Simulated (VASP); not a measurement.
WF and the effect of the functional

The structure is trigonal, space group R3m (No. 160). The conventional cell has a = 2.732 Å, b = 2.732 Å, c = 15.209 Å, α = 90.00°, β = 90.00°, γ = 120.00°. W (site symmetry 3m) has 1 F at 1.87 Å as nearest neighbours. Around F (site symmetry 3m) lie 1 W at 1.87 Å.

The cell comes from a database or a generator and needn't be the stable form of this composition.

Kept alike: task band structure; k mesh 11 × 11 × 11; occupations fermi-dirac, width 0.05 eV; no spin polarisation. Program: VASP, PBE PAW files F, W_sv, 520 eV. The mesh is that of the run's cell of 2 atoms. No spin-orbit coupling.

| functional | pressure (GPa) |
| --- | --- |
| SCAN | -5.56 |
| TPSS | 0.54 |
| r2SCAN | -2.00 |

Pressure is positive in compression; the values hold the error of the finite cutoff, so their zero can differ a little from the energy's minimum. For a metal such a mesh leaves the last digits unconverged. Runs of this series that gave no sound value for these columns are left out. All rows use potentials made for PBE.

The pressure runs from -5.56 (SCAN) to 0.54 GPa (TPSS).
